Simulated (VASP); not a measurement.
Method: PBE GGA, VASP's PBE PAW potentials (set 64) (plane waves; VASP).

A VASP calculation is set up with these files.

### INCAR
```
EDIFFG  =  -0.01   # ionic stop
ALGO  =  Normal   # blocked Davidson
LREAL  =  .FALSE.   # projection in real space or not
IBRION  =  2   # conjugate gradients
SYSTEM  =  SnTe
SIGMA  =  0.05   # width (eV)
ENCUT  =  400
PREC  =  Accurate
LASPH  =  .TRUE.   # aspherical one-centre terms
LMAXMIX  =  4   # l cut-off of mixed one-centre charges
LCHARG  =  .FALSE.
LWAVE  =  .FALSE.
NSW  =  60
ISIF  =  3
GGA  =  PE   # PBE
ISMEAR  =  0   # Gaussian
EDIFF  =  1E-6   # SCF stop (eV)
NELM  =  100
```

**POSCAR**
```
SnTe
1.0
  0.0000000000   3.2022268377   3.2022268377
  3.2022268377   0.0000000000   3.2022268377
  3.2022268377   3.2022268377   0.0000000000
Sn Te
1 1
Cartesian
  0.0000000000   0.0000000000   0.0000000000
  3.2022268377   3.2022268377   3.2022268377
```

KPOINTS:
```
kpoints
0
G
  7 7 7
```

POTCAR, in this order: Sn_d Te (PBE.64 set). Program: vasp_std.

The resulting files:

**OUTCAR**
```
 ion  position               nearest neighbor table
   1  0.000  0.000  0.000-   2 3.20   2 3.20   2 3.20   2 3.20   2 3.20   2 3.20
   2  0.500  0.500  0.500-   1 3.20   1 3.20   1 3.20   1 3.20   1 3.20   1 3.20
  LATTYP: Found a face centered cubic cell.
 ALAT       =     6.4044536754
 Subroutine PRICEL returns:
 Original cell was already a primitive cell.
 Subroutine GETGRP returns: Found 48 space group operations
The static configuration has the point symmetry O_h .
The dynamic configuration has the point symmetry O_h .
 Subroutine INISYM returns: Found 48 space group operations
 Subroutine IBZKPT returns following result:
 Found     20 irreducible k-points:

 Following reciprocal coordinates:
            Coordinates               Weight
  0.000000  0.000000  0.000000      1.000000
  0.142857  0.000000  0.000000      8.000000
  0.285714  0.000000  0.000000      8.000000
  0.428571  0.000000  0.000000      8.000000
  0.142857  0.142857  0.000000      6.000000
  0.285714  0.142857  0.000000     24.000000
  0.428571  0.142857  0.000000     24.000000
 -0.428571  0.142857  0.000000     24.000000
 -0.285714  0.142857  0.000000     24.000000
 -0.142857  0.142857  0.000000     12.000000
  0.285714  0.285714  0.000000      6.000000
  0.428571  0.285714  0.000000     24.000000
 -0.428571  0.285714  0.000000     24.000000
 -0.285714  0.285714  0.000000     12.000000
  0.428571  0.428571  0.000000      6.000000
 -0.428571  0.428571  0.000000     12.000000
  0.428571  0.285714  0.142857     24.000000
 -0.428571  0.285714  0.142857     48.000000
 -0.428571  0.428571  0.142857     24.000000
 -0.285714  0.428571  0.142857     24.000000
   k-points           NKPTS =     20   k-points in BZ     NKDIM =     20   number of bands    NBANDS=     14
   number of dos      NEDOS =    301   number of ions     NIONS =      2
   total plane-waves  NPLWV =  27000
   dimension x,y,z NGX =    30 NGY =   30 NGZ =   30
   dimension x,y,z NGXF=    60 NGYF=   60 NGZF=   60
   ions per type =               1   1
   PREC   = accura    normal or accurate (medium, high low for compatibility)
   ISTART =      0    job   : 0-new  1-cont  2-samecut
   ICHARG =      2    charge: 1-file 2-atom 10-const
   ISPIN  =      1    spin polarized calculation?
   LNONCOLLINEAR =      F non collinear calculations
   LSORBIT =      F    spin-orbit coupling
   INIWAV =      1    electr: 0-lowe 1-rand  2-diag
   ENCUT  =  400.0 eV  29.40 Ry    5.42 a.u.   7.39  7.39  7.39*2*pi/ulx,y,z
   NELM   =    100;   NELMIN=  2; NELMDL= -5     # of ELM steps
   EDIFF  = 0.1E-05   stopping-criterion for ELM
   LREAL  =      F    real-space projection
   NLSPLINE    = F    spline interpolate recip. space projectors
   LMAXMIX     =    4 max onsite mixed and CHGCAR
   VOSKOWN=      0    Vosko Wilk Nusair interpolation
   EDIFFG = -.1E-01   stopping-criterion for IOM
   NSW    =     60    number of steps for IOM
   NBLOCK =      1;   KBLOCK =     60    inner block; outer block
   IBRION =      2    ionic relax: 0-MD 1-quasi-New 2-CG
   NFREE  =      1    steps in history (QN), initial steepest desc. (CG)
   ISIF   =      3    stress and relaxation
   ISYM   =      2    0-nonsym 1-usesym 2-fastsym
   TEIN   =    0.0    initial temperature
   TEBEG  =    0.0;   TEEND  =   0.0 temperature during run
   SMASS  =  -3.00    Nose mass-parameter (am)
   PSTRESS=    0.0 pullay stress
   NELECT =      20.0000    total number of electrons
   EFERMI =   0.00;   METHOD = LEGACY
   ISMEAR =     0;   SIGMA  =   0.05  broadening in eV -4-tet -1-fermi 0-gaus
   IALGO  =     38    algorithm
   LDIAG  =      T    sub-space diagonalisation (order eigenvalues)
   IMIX   =      4    mixing-type and parameters
     AMIX     =   0.40;   BMIX     =  1.00
     AMIX_MAG =   1.60;   BMIX_MAG =  1.00
...
```

**OSZICAR**
```
       N       E                     dE             d eps       ncg     rms          rms(c)
DAV:   1     0.111592728777E+03    0.11159E+03   -0.84587E+03   560   0.136E+03
DAV:   2     0.227339497912E+01   -0.10932E+03   -0.10756E+03   584   0.320E+02
DAV:   3    -0.738593436490E+01   -0.96593E+01   -0.95809E+01   728   0.944E+01
DAV:   4    -0.762309788617E+01   -0.23716E+00   -0.23709E+00   638   0.163E+01
DAV:   5    -0.763282413527E+01   -0.97262E-02   -0.97261E-02   814   0.305E+00    0.416E+00
DAV:   6    -0.756653727269E+01    0.66287E-01   -0.17262E-01   698   0.306E+00    0.263E+00
DAV:   7    -0.756766395811E+01   -0.11267E-02   -0.56111E-02   644   0.130E+00    0.870E-01
DAV:   8    -0.756837686441E+01   -0.71291E-03   -0.71196E-03   626   0.793E-01    0.162E-01
DAV:   9    -0.756847394539E+01   -0.97081E-04   -0.65465E-04   718   0.268E-01    0.378E-02
DAV:  10    -0.756848818185E+01   -0.14236E-04   -0.83660E-05   602   0.799E-02    0.227E-02
DAV:  11    -0.756849585842E+01   -0.76766E-05   -0.40468E-05   608   0.522E-02    0.230E-02
DAV:  12    -0.756849558976E+01    0.26866E-06   -0.26604E-06   674   0.996E-03
   1 F= -.75684956E+01 E0= -.75684956E+01  d E =-.756850E+01
```

### OUTCAR
```
------------------------ aborting loop because EDIFF is reached ----------------------------------------
  FORCE on cell =-STRESS in cart. coord.  units (eV):
  Direction    XX          YY          ZZ          XY          YZ          ZX
  --------------------------------------------------------------------------------------
  Total       -0.0091606     -0.0091606     -0.0091606     -0.0000000     -0.0000000     -0.0000000
  in kB       -0.2234858     -0.2234858     -0.2234858     -0.0000000     -0.0000000     -0.0000000
  external PRESSURE =      -0.2234858 kB  Pullay stress =       0.0000000 kB
  volume of cell :       65.67
      direct lattice vectors                 reciprocal lattice vectors
     0.000000000  3.202226838  3.202226838    -0.156141343  0.156141343  0.156141343
     3.202226838  0.000000000  3.202226838     0.156141343 -0.156141343  0.156141343
     3.202226838  3.202226838  0.000000000     0.156141343  0.156141343 -0.156141343
 POSITION                                       TOTAL-FORCE (eV/Angst)
 -----------------------------------------------------------------------------------
      0.00000      0.00000      0.00000        -0.000000      0.000000     -0.000000
      3.20223      3.20223      3.20223         0.000000     -0.000000      0.000000
 -----------------------------------------------------------------------------------
    total drift:                               -0.000000      0.000000      0.000000
  FREE ENERGIE OF THE ION-ELECTRON SYSTEM (eV)
  ---------------------------------------------------
  free  energy   TOTEN  =        -7.5684955898 eV

  energy  without entropy=       -7.5684955898  energy(sigma->0) =       -7.56849559

 reached required accuracy - stopping structural energy minimisation
```
(Selected blocks of OUTCAR.)

The compound is SnTe in the rock salt structure, which distorts at low temperature. It was relaxed first. The start is the result of an earlier pass.
